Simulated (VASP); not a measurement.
Output of a VASP run:

File OSZICAR:
```
       N       E                     dE             d eps       ncg     rms          rms(c)
DAV:   1     0.581008208460E+02    0.58101E+02   -0.72016E+03  3026   0.269E+03
DAV:   2     0.857367226794E+01   -0.49527E+02   -0.47476E+02  2984   0.283E+02
DAV:   3     0.503763355575E+01   -0.35360E+01   -0.34823E+01  3633   0.119E+02
DAV:   4     0.497645090503E+01   -0.61183E-01   -0.61169E-01  3710   0.151E+01
DAV:   5     0.497555430711E+01   -0.89660E-03   -0.89658E-03  3880   0.161E+00    0.490E+00
DAV:   6     0.592493504398E+00   -0.43831E+01   -0.17364E+01  2970   0.922E+01    0.142E+00
DAV:   7     0.118259831825E+01    0.59010E+00   -0.35920E+00  3151   0.361E+01    0.757E-01
DAV:   8     0.610941250284E+00   -0.57166E+00   -0.26434E+00  3023   0.428E+01    0.159E+00
DAV:   9     0.644336922492E+00    0.33396E-01   -0.24010E-01  3916   0.101E+01    0.444E-01
DAV:  10     0.680431086723E+00    0.36094E-01   -0.59888E-02  3131   0.646E+00    0.123E-01
DAV:  11     0.682636646888E+00    0.22056E-02   -0.28593E-03  3253   0.124E+00    0.919E-02
DAV:  12     0.682835464554E+00    0.19882E-03   -0.30499E-04  3761   0.456E-01    0.497E-02
DAV:  13     0.682840877085E+00    0.54125E-05   -0.10177E-04  3780   0.247E-01    0.261E-02
DAV:  14     0.682849071366E+00    0.81943E-05   -0.11828E-04  3169   0.250E-01    0.399E-03
DAV:  15     0.682849060701E+00   -0.10665E-07   -0.20221E-06  4498   0.339E-02    0.122E-03
DAV:  16     0.682849531242E+00    0.47054E-06   -0.88911E-08  2129   0.678E-03    0.102E-03
DAV:  17     0.682849691711E+00    0.16047E-06   -0.11758E-07  1577   0.700E-03    0.247E-04
DAV:  18     0.682849619394E+00   -0.72317E-07   -0.27407E-08  1563   0.359E-03
   1 F= 0.68284962E+00 E0= 0.68279964E+00  d E =0.149945E-03
```

### OUTCAR
```
------------------------ aborting loop because EDIFF is reached ----------------------------------------
  FORCE on cell =-STRESS in cart. coord.  units (eV):
  Direction    XX          YY          ZZ          XY          YZ          ZX
  --------------------------------------------------------------------------------------
  Total       -0.3715442     -0.3715442     -0.3715442      0.0000000      0.0000000      0.0000000
  in kB      -51.2451859    -51.2451859    -51.2451859      0.0000000      0.0000000      0.0000000
  external PRESSURE =     -51.2451859 kB  Pullay stress =       0.0000000 kB
  volume of cell :       11.62
      direct lattice vectors                 reciprocal lattice vectors
     0.000000000  1.797543245  1.797543245    -0.278157425  0.278157425  0.278157425
     1.797543245  0.000000000  1.797543245     0.278157425 -0.278157425  0.278157425
     1.797543245  1.797543245  0.000000000     0.278157425  0.278157425 -0.278157425
 POSITION                                       TOTAL-FORCE (eV/Angst)
 -----------------------------------------------------------------------------------
      0.00000      0.00000      0.00000         0.000000      0.000000     -0.000000
 -----------------------------------------------------------------------------------
    total drift:                               -0.000000     -0.000000     -0.000000
  FREE ENERGIE OF THE ION-ELECTRON SYSTEM (eV)
  ---------------------------------------------------
  free  energy   TOTEN  =         0.6828496194 eV

  energy  without entropy=        0.6826996740  energy(sigma->0) =        0.68279964
```
(Selected blocks of OUTCAR.)

File POSCAR:
```
Cu
1
    0.0000000000     1.7975432446     1.7975432446
    1.7975432446     0.0000000000     1.7975432446
    1.7975432446     1.7975432446     0.0000000000
Cu
1
Direct
  0.0000000000   0.0000000000   0.0000000000
```

### Question
Write an INCAR and KPOINTS that could have produced this output.

### Answer
This is not unique; one that fits is the input of the run itself, revTPSS meta-GGA, plane waves, VASP's PBE PAW potentials (set 64).

### KPOINTS
```
Automatic mesh
0
Gamma
17 17 17
0 0 0
```

INCAR:
```
SYSTEM = Cu
PREC = Accurate
ENCUT = 520
EDIFF = 1E-7
NELM = 100
ALGO = Normal
LREAL = .FALSE.
LASPH = .TRUE.
ISMEAR = 1
SIGMA = 0.1
METAGGA = RTPSS
LMIXTAU = .TRUE.
LMAXMIX = 4
LWAVE = .FALSE.
LCHARG = .FALSE.
ISIF = 2
```

POTCAR, in this order: Cu (PBE.64 set). Program: vasp_std.

The compound is Cu in the fcc structure. This cell is one point of a volume scan, at 1.03 of the reference volume.
